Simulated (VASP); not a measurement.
Computed with r2SCAN meta-GGA, VASP's PBE PAW potentials (set 64) (plane waves; VASP 6.6.1).

VASP input:

### INCAR
```
! general
SYSTEM   =  Ir(110) slab
PREC     =  Normal
ENCUT    =  400
LREAL    =  F   ! projection in real space or not
LASPH    =  T

! electronic loop
EDIFF    =  1E-5
NELM     =  100
NELMIN   =  4
ALGO     =  Normal
LMAXMIX  =  6   ! l cut-off of mixed one-centre charges
LMIXTAU  =  T

! smearing
ISMEAR   =  1   ! Methfessel-Paxton
SIGMA    =  0.1   ! width (eV)

! functional
METAGGA  =  R2SCAN

! ions
IBRION   =  2
NSW      =  50   ! most ionic steps
ISIF     =  2   ! forces and stress, cell fixed
EDIFFG   =  -0.03

! output
LWAVE    =  T
LCHARG   =  F

! other
LDIPOL   =  T
IDIPOL   =  3
DIPOL    =  0.5 0.5 0.5
```

### KPOINTS
```
Automatic mesh
0
Gamma
10 7 1
0 0 0
```

POSCAR:
```
Ir(110) slab
1.0
  2.7237367884   0.0000000000   0.0000000000
  0.0000000000   3.8519455628   0.0000000000
  0.0000000000   0.0000000000  25.9416095083
Ir
8
Cartesian
  0.0000000000   0.0000000000   8.2042674815
  1.3618683942   1.9259727814   9.5661241558
  0.0000000000   0.0000000000  10.9280067718
  1.3618683942   1.9259727814  12.2898634462
  0.0000000000   0.0000000000  13.6517460621
  1.3618683942   1.9259727814  15.0136027365
  0.0000000000   0.0000000000  16.3754853525
  1.3618683942   1.9259727814  17.7373420268
```

POTCAR, in this order: Ir (PBE.64 set). Program: vasp_std.

What VASP printed:

OSZICAR:
```
...
DAV:   4    -0.414895622742E+03   -0.16109E-03   -0.38396E-03  3031   0.523E-01    0.400E-01
DAV:   5    -0.414896475536E+03   -0.85279E-03   -0.24836E-03  3341   0.422E-01    0.455E-01
DAV:   6    -0.414895570854E+03    0.90468E-03   -0.58848E-03  3484   0.629E-01    0.100E-01
DAV:   7    -0.414896674973E+03   -0.11041E-02   -0.11358E-03  2999   0.249E-01    0.466E-02
DAV:   8    -0.414896806169E+03   -0.13120E-03   -0.18370E-04  3200   0.110E-01    0.405E-02
DAV:   9    -0.414896830895E+03   -0.24726E-04   -0.53044E-05  2129   0.468E-02    0.219E-02
DAV:  10    -0.414896893162E+03   -0.62268E-04   -0.69069E-05  2250   0.448E-02    0.131E-02
DAV:  11    -0.414896905417E+03   -0.12254E-04   -0.10184E-05  1086   0.322E-02    0.434E-03
DAV:  12    -0.414896914894E+03   -0.94775E-05   -0.32632E-06  1076   0.124E-02
   5 F= -.41489691E+03 E0= -.41489652E+03  d E =-.241064E-01
       N       E                     dE             d eps       ncg     rms          rms(c)
DAV:   1    -0.414878466674E+03    0.18439E-01   -0.76607E+00  2064   0.111E+01    0.467E-01
DAV:   2    -0.414907689269E+03   -0.29223E-01   -0.19095E-01  3131   0.297E+00    0.898E-01
DAV:   3    -0.414904194642E+03    0.34946E-02   -0.58914E-02  3415   0.217E+00    0.670E-01
DAV:   4    -0.414904047946E+03    0.14670E-03   -0.39662E-03  3047   0.532E-01    0.455E-01
DAV:   5    -0.414904801976E+03   -0.75403E-03   -0.28691E-03  3330   0.453E-01    0.486E-01
DAV:   6    -0.414903681855E+03    0.11201E-02   -0.65695E-03  3500   0.679E-01    0.903E-02
DAV:   7    -0.414904764419E+03   -0.10826E-02   -0.11366E-03  2829   0.241E-01    0.429E-02
DAV:   8    -0.414904870502E+03   -0.10608E-03   -0.14788E-04  3062   0.977E-02    0.443E-02
DAV:   9    -0.414904919017E+03   -0.48514E-04   -0.50109E-05  2108   0.530E-02    0.218E-02
DAV:  10    -0.414904961815E+03   -0.42799E-04   -0.77385E-05  2439   0.460E-02    0.140E-02
DAV:  11    -0.414904983335E+03   -0.21519E-04   -0.11336E-05  1156   0.330E-02    0.441E-03
DAV:  12    -0.414904995916E+03   -0.12581E-04   -0.33904E-06  1110   0.126E-02    0.273E-03
DAV:  13    -0.414905014077E+03   -0.18161E-04   -0.51772E-06  1165   0.159E-02    0.185E-03
DAV:  14    -0.414905031854E+03   -0.17777E-04   -0.14510E-06  1086   0.825E-03    0.155E-03
DAV:  15    -0.414905049480E+03   -0.17626E-04   -0.31430E-06  1124   0.121E-02    0.165E-03
DAV:  16    -0.414905059753E+03   -0.10273E-04   -0.16895E-06  1100   0.831E-03    0.103E-03
DAV:  17    -0.414905076523E+03   -0.16770E-04   -0.26926E-06  1132   0.126E-02    0.108E-03
DAV:  18    -0.414905075518E+03    0.10048E-05   -0.20770E-06  1099   0.889E-03
   6 F= -.41490508E+03 E0= -.41490398E+03  d E =-.322671E-01
       N       E                     dE             d eps       ncg     rms          rms(c)
DAV:   1    -0.414898654518E+03    0.64220E-02   -0.28483E+00  2064   0.667E+00    0.333E-01
DAV:   2    -0.414916496518E+03   -0.17842E-01   -0.11888E-01  3232   0.251E+00    0.122E+00
DAV:   3    -0.414906276699E+03    0.10220E-01   -0.40296E-02  3318   0.181E+00    0.326E-01
DAV:   4    -0.414908227724E+03   -0.19510E-02   -0.27575E-03  2944   0.340E-01    0.298E-01
DAV:   5    -0.414908590529E+03   -0.36280E-03   -0.43713E-04  3097   0.206E-01    0.245E-01
DAV:   6    -0.414908966294E+03   -0.37577E-03   -0.20514E-03  2920   0.254E-01    0.129E-01
DAV:   7    -0.414909310543E+03   -0.34425E-03   -0.89110E-04  3208   0.269E-01    0.643E-02
DAV:   8    -0.414909196323E+03    0.11422E-03   -0.36541E-04  2594   0.111E-01    0.228E-02
DAV:   9    -0.414909308030E+03   -0.11171E-03   -0.53410E-05  1942   0.355E-02    0.142E-02
DAV:  10    -0.414909329431E+03   -0.21401E-04   -0.73468E-06  1212   0.209E-02    0.106E-02
DAV:  11    -0.414909330419E+03   -0.98857E-06   -0.76464E-06  1159   0.188E-02
   7 F= -.41490933E+03 E0= -.41490830E+03  d E =-.425490E-02
       N       E                     dE             d eps       ncg     rms          rms(c)
DAV:   1    -0.414909342441E+03   -0.13011E-04   -0.56409E-03  2070   0.296E-01    0.142E-02
DAV:   2    -0.414909331295E+03    0.11146E-04   -0.17243E-04  2865   0.915E-02    0.375E-02
DAV:   3    -0.414909330035E+03    0.12602E-05   -0.24692E-05  1289   0.528E-02    0.148E-02
DAV:   4    -0.414909367406E+03   -0.37371E-04   -0.16207E-05  1397   0.263E-02    0.113E-02
DAV:   5    -0.414909366614E+03    0.79149E-06   -0.53566E-06  1105   0.225E-02
   8 F= -.41490937E+03 E0= -.41490834E+03  d E =-.429110E-02
       N       E                     dE             d eps       ncg     rms          rms(c)
DAV:   1    -0.414909205841E+03    0.16156E-03   -0.24303E-01  2064   0.198E+00    0.653E-02
DAV:   2    -0.414909302025E+03   -0.96184E-04   -0.41408E-03  2772   0.396E-01    0.698E-02
DAV:   3    -0.414909635540E+03   -0.33351E-03   -0.35424E-04  3136   0.142E-01    0.106E-01
DAV:   4    -0.414909623627E+03    0.11912E-04   -0.19328E-05  1321   0.384E-02    0.951E-02
DAV:   5    -0.414909588968E+03    0.34660E-04   -0.95637E-05  2257   0.730E-02    0.574E-02
DAV:   6    -0.414909833433E+03   -0.24447E-03   -0.14597E-04  3062   0.831E-02    0.242E-02
DAV:   7    -0.414909888355E+03   -0.54922E-04   -0.52979E-05  2135   0.660E-02    0.278E-02
DAV:   8    -0.414909912288E+03   -0.23933E-04   -0.12399E-05  1100   0.285E-02    0.210E-02
DAV:   9    -0.414909937053E+03   -0.24765E-04   -0.44611E-06  1057   0.199E-02    0.167E-02
DAV:  10    -0.414909959746E+03   -0.22693E-04   -0.40734E-06  1090   0.132E-02    0.103E-02
DAV:  11    -0.414909979321E+03   -0.19575E-04   -0.36375E-06  1098   0.137E-02    0.631E-03
DAV:  12    -0.414909987444E+03   -0.81229E-05   -0.21140E-06  1082   0.110E-02
   9 F= -.41490999E+03 E0= -.41490894E+03  d E =-.620829E-03
       N       E                     dE             d eps       ncg     rms          rms(c)
DAV:   1    -0.414908662357E+03    0.13170E-02   -0.52114E-01  2064   0.289E+00    0.953E-02
DAV:   2    -0.414909061784E+03   -0.39943E-03   -0.91670E-03  2842   0.610E-01    0.106E-01
DAV:   3    -0.414909718701E+03   -0.65692E-03   -0.13390E-03  3406   0.306E-01    0.185E-01
DAV:   4    -0.414909701277E+03    0.17424E-04   -0.83925E-05  2529   0.734E-02    0.156E-01
DAV:   5    -0.414909635866E+03    0.65411E-04   -0.25362E-04  3182   0.123E-01    0.907E-02
DAV:   6    -0.414910030059E+03   -0.39419E-03   -0.31850E-04  3318   0.141E-01    0.319E-02
DAV:   7    -0.414910205352E+03   -0.17529E-03   -0.13058E-04  2786   0.805E-02    0.197E-02
DAV:   8    -0.414910231549E+03   -0.26197E-04   -0.11267E-05  1229   0.293E-02    0.176E-02
DAV:   9    -0.414910243995E+03   -0.12446E-04   -0.46692E-06  1071   0.178E-02    0.121E-02
DAV:  10    -0.414910273990E+03   -0.29995E-04   -0.73090E-06  1128   0.161E-02    0.484E-03
DAV:  11    -0.414910294046E+03   -0.20056E-04   -0.25529E-06  1082   0.126E-02    0.365E-03
DAV:  12    -0.414910311491E+03   -0.17445E-04   -0.27255E-06  1087   0.119E-02    0.237E-03
DAV:  13    -0.414910322806E+03   -0.11315E-04   -0.12916E-06  1062   0.888E-03    0.992E-04
DAV:  14    -0.414910322137E+03    0.66885E-06   -0.81199E-07  1062   0.614E-03
  10 F= -.41491032E+03 E0= -.41490925E+03  d E =-.955523E-03
       N       E                     dE             d eps       ncg     rms          rms(c)
DAV:   1    -0.414909831128E+03    0.49168E-03   -0.20206E-01  2064   0.179E+00    0.823E-02
DAV:   2    -0.414910088103E+03   -0.25697E-03   -0.40103E-03  3005   0.381E-01    0.979E-02
DAV:   3    -0.414910351851E+03   -0.26375E-03   -0.72993E-04  3404   0.238E-01    0.918E-02
DAV:   4    -0.414910368080E+03   -0.16230E-04   -0.44357E-04  3300   0.175E-01    0.594E-02
DAV:   5    -0.414910406172E+03   -0.38092E-04   -0.12673E-04  2879   0.874E-02    0.451E-02
DAV:   6    -0.414910436002E+03   -0.29830E-04   -0.98009E-05  2786   0.844E-02    0.196E-02
DAV:   7    -0.414910496004E+03   -0.60001E-04   -0.52534E-05  2045   0.610E-02    0.703E-03
DAV:   8    -0.414910493114E+03    0.28900E-05   -0.13054E-05  1180   0.315E-02
  11 F= -.41491049E+03 E0= -.41490941E+03  d E =-.170977E-03
```

File OUTCAR:
```
------------------------ aborting loop because EDIFF is reached ----------------------------------------
  FORCE on cell =-STRESS in cart. coord.  units (eV):
  Direction    XX          YY          ZZ          XY          YZ          ZX
  --------------------------------------------------------------------------------------
  Total       -6.2983743     -0.9320041      0.1149004      0.0000000      0.0000000      0.0000000
  in kB      -37.0763397     -5.4863842      0.6763786      0.0000000      0.0000000      0.0000000
  external PRESSURE =     -13.9621151 kB  Pullay stress =       0.0000000 kB
  volume of cell :      272.17
      direct lattice vectors                 reciprocal lattice vectors
     2.723736788  0.000000000  0.000000000     0.367142671  0.000000000  0.000000000
     0.000000000  3.851945563  0.000000000     0.000000000  0.259609069  0.000000000
     0.000000000  0.000000000 25.941609508     0.000000000  0.000000000  0.038548109
 POSITION                                       TOTAL-FORCE (eV/Angst)
 -----------------------------------------------------------------------------------
      0.00000      0.00000      8.34508         0.000000      0.000000     -0.027200
      1.36187      1.92597      9.49975         0.000000      0.000000      0.013117
      0.00000      0.00000     10.95165         0.000000      0.000000      0.004744
      1.36187      1.92597     12.31947         0.000000      0.000000      0.003662
      0.00000      0.00000     13.62214         0.000000      0.000000     -0.003662
      1.36187      1.92597     14.98996         0.000000      0.000000     -0.004744
      0.00000      0.00000     16.44186         0.000000      0.000000     -0.013117
      1.36187      1.92597     17.59653         0.000000      0.000000      0.027200
 -----------------------------------------------------------------------------------
    total drift:                                0.000000     -0.000000     -0.000000
  FREE ENERGIE OF THE ION-ELECTRON SYSTEM (eV)
  ---------------------------------------------------
  free  energy   TOTEN  =      -414.9104931138 eV

  energy  without entropy=     -414.9072469607  energy(sigma->0) =     -414.90941106

 reached required accuracy - stopping structural energy minimisation
```
(Selected blocks of OUTCAR.)

CONTCAR:
```
Ir(110) slab
   1.00000000000000
     2.7237367884000001    0.0000000000000000    0.0000000000000000
     0.0000000000000000    3.8519455628000001    0.0000000000000000
     0.0000000000000000    0.0000000000000000   25.9416095083000009
  Ir
     8
Direct
     0.0000000000000000    0.0000000000000000    0.3216870285679378
     0.5000000000000000    0.5000000000000000    0.3661972738510496
     0.0000000000000000    0.0000000000000000    0.4221653289460172
     0.5000000000000000    0.5000000000000000    0.4748921748564954
     0.0000000000000000    0.0000000000000000    0.5251078251435046
     0.5000000000000000    0.5000000000000000    0.5778346710539829
     0.0000000000000000    0.0000000000000000    0.6338027261489504
     0.5000000000000000    0.5000000000000000    0.6783129714320623
```

**OUTCAR**
```
 val. band max:        1.3745587097   @ k =   0.0000   0.4286   0.0000

 cond. band min:       1.3844604991   @ k =   0.2000   0.4286   0.0000


 Fermi energy:         1.3782017422

 k-point     1 :       0.0000    0.0000    0.0000
  band No.  band energies     occupation
      1      -9.6449      2.00000
      2      -8.4770      2.00000
      3      -7.1057      2.00000
      4      -6.4620      2.00000
      5      -5.8608      2.00000
      6      -5.8528      2.00000
      7      -5.4698      2.00000
      8      -5.2901      2.00000
      9      -4.9037      2.00000
     10      -4.3925      2.00000
     11      -3.7585      2.00000
     12      -3.5195      2.00000
     13      -3.4790      2.00000
     14      -3.1212      2.00000
     15      -3.0141      2.00000
     16      -2.6804      2.00000
     17      -2.5905      2.00000
     18      -2.4602      2.00000
     19      -2.3650      2.00000
     20      -2.1866      2.00000
     21      -2.0248      2.00000
     22      -1.6774      2.00000
     23      -1.6543      2.00000
     24      -1.6283      2.00000
     25      -1.5596      2.00000
     26      -1.1341      2.00000
     27      -0.9550      2.00000
     28      -0.4461      2.00000
     29      -0.3744      2.00000
     30      -0.2237      2.00000
     31      -0.1885      2.00000
     32       0.0350      2.00000
     33       0.0396      2.00000
     34       0.1755      2.00000
     35       0.4500      2.00000
     36       0.4839      2.00000
     37       0.8791      2.00000
     38       1.3477      1.49020
     39       1.6208     -0.00321
     40       1.8140     -0.00000
     41       2.0088     -0.00000
     42       2.0959     -0.00000
     43       2.7445     -0.00000

 k-point     2 :       0.1000    0.0000    0.0000
  band No.  band energies     occupation
      1      -9.3441      2.00000
      2      -8.1943      2.00000
      3      -6.8633      2.00000
      4      -6.2078      2.00000
      5      -5.6659      2.00000
...
```

Unless said otherwise, spin-orbit coupling is left out, though it shifts the bands of the heavy elements here.

The cell is a thin slab with vacuum, built from Ir (fcc): (110) face.
